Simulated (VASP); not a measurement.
VASP input:

POSCAR:
```
InSe
1
    4.1160980000     0.0000000000     0.0000000000
   -2.0580490000     3.5646450000     0.0000000000
    0.0000000000     0.0000000000    17.7491230000
In Se
4 4
Direct
  0.3333330000   0.6666670000   0.3303000000
  0.6666670000   0.3333330000   0.6697000000
  0.6666670000   0.3333330000   0.8303000000
  0.3333330000   0.6666670000   0.1697000000
  0.3333330000   0.6666670000   0.5973200000
  0.6666670000   0.3333330000   0.4026800000
  0.6666670000   0.3333330000   0.0973200000
  0.3333330000   0.6666670000   0.9026800000
```

**KPOINTS**
```
Automatic mesh
0
Gamma
5 5 1
0 0 0
```

**INCAR**
```
ALGO = Normal
EDIFF = 1E-6
ENCUT = 300
GGA = PE
ISIF = 2
ISMEAR = -1
LASPH = .TRUE.
LCHARG = .FALSE.
LMAXMIX = 4
LREAL = .FALSE.
LWAVE = .FALSE.
NELM = 100
PREC = Accurate
SIGMA = 0.05
SYSTEM = InSe
```

POTCAR, in this order: In_d Se (PBE.64 set). Program: vasp_std.

Problem. Translate this PBE calculation to Ansatz.

Solution. One equivalent input (not run):
Ansatz 0.2 input:
```yaml
crystal:
  lattice:
    - [4.1160980, 0.0000000, 0.0000000]
    - [-2.0580490, 3.5646450, 0.0000000]
    - [0.0000000, 0.0000000, 17.7491230]
  atoms:
    - { symbol: In, position: [0.3333330, 0.6666670, 0.3303000] }
    - { symbol: In, position: [0.6666670, 0.3333330, 0.6697000] }
    - { symbol: In, position: [0.6666670, 0.3333330, 0.8303000] }
    - { symbol: In, position: [0.3333330, 0.6666670, 0.1697000] }
    - { symbol: Se, position: [0.3333330, 0.6666670, 0.5973200] }
    - { symbol: Se, position: [0.6666670, 0.3333330, 0.4026800] }
    - { symbol: Se, position: [0.6666670, 0.3333330, 0.0973200] }
    - { symbol: Se, position: [0.3333330, 0.6666670, 0.9026800] }
kpoints:
  mp_grid: { grid: [5, 5, 1] }
hamiltonian:
  xc: pbe
  pseudopotentials: { kind: paw }
scf:
  occupations: { method: fermi_dirac, width: 0.05 }
  max_iter: 100
output: { forces: true, stress: true, eigenvalues: true }
```
What does not carry over: each code has its own PAW files, so the cut-off isn't converted (ENCUT is set for VASP's; basis.ecutwfc is left out, and Ansatz then takes the one that its files recommend); Ansatz stops its SCF on the density residual and VASP on the energy change (EDIFF).

The structure comes from a computed database's InSe entry (P6_3/mmc), a phase known from measurement. The cell was not relaxed at this level.
